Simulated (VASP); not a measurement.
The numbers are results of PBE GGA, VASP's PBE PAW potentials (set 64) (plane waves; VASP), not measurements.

VASP ran on this input.

INCAR:
```
# general
SYSTEM  = GdN
PREC    = Accurate
ENCUT   = 520
LREAL   = .False.   # projection in real space or not
LASPH   = .True.   # aspherical one-centre terms

# electronic loop
EDIFF   = 1E-6   # SCF stop (eV)
NELM    = 100
ALGO    = Normal   # blocked Davidson
LMAXMIX = 6   # l cut-off of mixed one-centre charges

# smearing
ISMEAR  = 0   # Gaussian
SIGMA   = 0.02   # width (eV)

# functional
GGA     = PE   # PBE

# ions
ISIF    = 2

# output
LWAVE   = .False.
LCHARG  = .False.
```

**KPOINTS**
```
kpoints
0
gamma
8 8 8
0 0 0
```

POSCAR:
```
GdN
3.5386620
  0.0000000000   0.6894198994   0.7243619198
  0.7180233659   0.0000000000   0.7243619198
  0.7180233659   0.6894198994   0.0000000000
Gd N
1 1
Direct
  0.0000000000   0.0000000000   0.0000000000
  0.4948920000   0.5051080000   0.5051080000
```

POTCAR, in this order: Gd_3 N (PBE.64 set). Program: vasp_std.

The 4f electrons are frozen in the core of the lanthanide potential, so 4f levels, which can set the real gap, and their magnetism are missing.

Problem. Predict the energy per atom (σ→0), pressure, band gap (on the k-mesh).

Solution. 
```json
{
  "energy per atom (σ→0)": "-8.061 eV/atom",
  "band gap (on the k-mesh)": "none (metal, semimetal or under 0.01 eV)",
  "pressure": "-3.46 GPa"
}
```

**OSZICAR**
```
...
DAV:   6    -0.163409958085E+02    0.21263E+01   -0.19575E+01  2452   0.263E+01    0.238E+01
DAV:   7    -0.161264550428E+02    0.21454E+00   -0.15572E+00  2449   0.808E+00    0.165E+01
DAV:   8    -0.161273655165E+02   -0.91047E-03   -0.13504E-01  2422   0.390E+00    0.608E+00
DAV:   9    -0.161221614811E+02    0.52040E-02   -0.14235E-02  2556   0.106E+00    0.509E-01
DAV:  10    -0.161224612108E+02   -0.29973E-03   -0.76769E-04  2907   0.227E-01    0.433E-01
DAV:  11    -0.161224250503E+02    0.36160E-04   -0.23905E-04  2586   0.102E-01    0.169E-02
DAV:  12    -0.161224260082E+02   -0.95786E-06   -0.92964E-06  2681   0.282E-02
   1 F= -.16122426E+02 E0= -.16122426E+02  d E =-.569967E-06
```

The compound is GdN in the rock salt structure. The cell was not relaxed at this level, atoms are displaced from their ideal sites. The run is one of a series of settings (SIGMA = 0.02 against the base run), some of them coarse on purpose.
